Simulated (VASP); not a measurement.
Here is the system:

```yaml
crystal:
  lattice:
    - [0.00000, 2.77125, 2.77125]
    - [2.77125, 0.00000, 2.77125]
    - [2.77125, 2.77125, 0.00000]
  atoms:
    - { symbol: Ge, position: [0.00000, 0.00000, 0.00000] }
    - { symbol: Ge, position: [0.25000, 0.25000, 0.25000] }
```

Method: SCAN meta-GGA, VASP's PBE PAW potentials (set 64) (plane waves; VASP). Settings: 520 eV cut-off, 8×8×8 Γ-centred mesh, Gaussian smearing of 0.050 eV, potentials Ge_d.

Problem. The job: Ge (diamond), 2 atoms, SCAN, static run, 520 eV, 8×8×8 Γ-centred mesh. Roughly how much core time does it take on a busy server core?

Solution. About 3 core-minutes (one run on a shared machine, a rough figure). It had 29 irreducible k-points, 18 bands, up to 1162 plane waves and 36 electronic steps.

The compound is Ge in the diamond structure. This cell is one point of a volume scan, at 0.94 of the reference volume.
